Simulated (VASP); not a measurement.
Zn2CdSeS2:

```xyz
6
Lattice="-2.2340 2.2340 5.8996 2.2340 -2.2340 5.8996 2.2340 2.2340 -5.8996" Properties=species:S:1:pos:R:3 pbc="T T T"
Zn    0.0000    0.0000    7.6228
Zn    0.0000    0.0000    4.1764
Cd    0.0000    0.0000    0.0000
Se    0.0000    0.0000    5.8996
S     2.2340    0.0000    2.9498
S     0.0000    2.2340    2.9498
```

The cell was built by a generator and needn't be a form met in nature.

* Program: VASP 6.6.1
* Task: relaxation of cell and atoms
* Functional: PBE
* Potentials or basis: VASP PAW PBE potentials, release 64 (Zn, Cd, Se, S)
* Cutoff: 520 eV
* k mesh: 4 × 4 × 4
* Occupations: gaussian, width 0.15 eV
* Spin: no spin polarisation

At the start: pressure 36.7 GPa; volume 19.63 Å³/atom.

Task: How do energy, volume and symmetry change on relaxing?

Result: Over 19 steps the energy falls by 1661.9 meV/atom and the volume is 23.13 Å³/atom (+17.8 %); space group I4/mmm (No. 139, to 0.05 Å).

The path:
```tsv
step	energy change (eV)	largest force (eV/Å)	pressure (GPa)	volume (Å³)
1	0.0000	23.0384	36.66	117.77
2	5.5652	0.2177	4.31	194.40
3	-6.7475	0.6456	2.22	188.99
4	-8.1667	0.6934	2.35	185.25
5	-8.7148	0.8389	2.40	170.35
6	-9.6885	0.8828	1.11	144.05
7	-9.8730	0.0723	3.27	130.91
8	-9.8824	0.6679	1.52	137.45
9	-9.9147	0.4838	1.64	135.30
10	-9.9200	0.3964	2.00	134.25
11	-9.9192	0.4412	2.09	134.58
12	-9.9489	0.2158	-0.82	139.50
13	-9.9490	0.2672	0.38	138.52
14	-9.9493	0.2366	-0.17	139.02
15	-9.9493	0.2312	-0.20	139.11
16	-9.9563	0.2007	-0.12	139.05
17	-9.9693	0.1079	-0.51	138.88
18	-9.9562	0.1157	-0.28	138.46
19	-9.9713	0.0525	-0.03	138.77
```

Final structure:
```cif
data_structure
_symmetry_space_group_name_H-M 'P 1'
_symmetry_Int_Tables_number 1
_cell_length_a 7.6185
_cell_length_b 7.6185
_cell_length_c 7.6185
_cell_angle_alpha 145.844
_cell_angle_beta 145.844
_cell_angle_gamma 49.078
_cell_volume 138.77
loop_
_atom_site_label
_atom_site_type_symbol
_atom_site_fract_x
_atom_site_fract_y
_atom_site_fract_z
_atom_site_occupancy
Zn1 Zn 0.68466 0.68466 0.00000 1
Zn2 Zn 0.31533 0.31533 0.00000 1
Cd1 Cd 0.00000 0.00000 0.00000 1
Se1 Se 0.50000 0.50000 0.00000 1
S1 S 0.25000 0.75000 0.50000 1
S2 S 0.75000 0.25000 0.50000 1
```

Caveat: the k mesh is coarse (spacing up to 0.50 Å⁻¹), so the values aren't converged; the volume moved by over 15 % at a fixed basis, so the end points are rough; the relaxation stopped at a loose force limit of 0.08 eV/Å, so its end isn't a converged minimum.
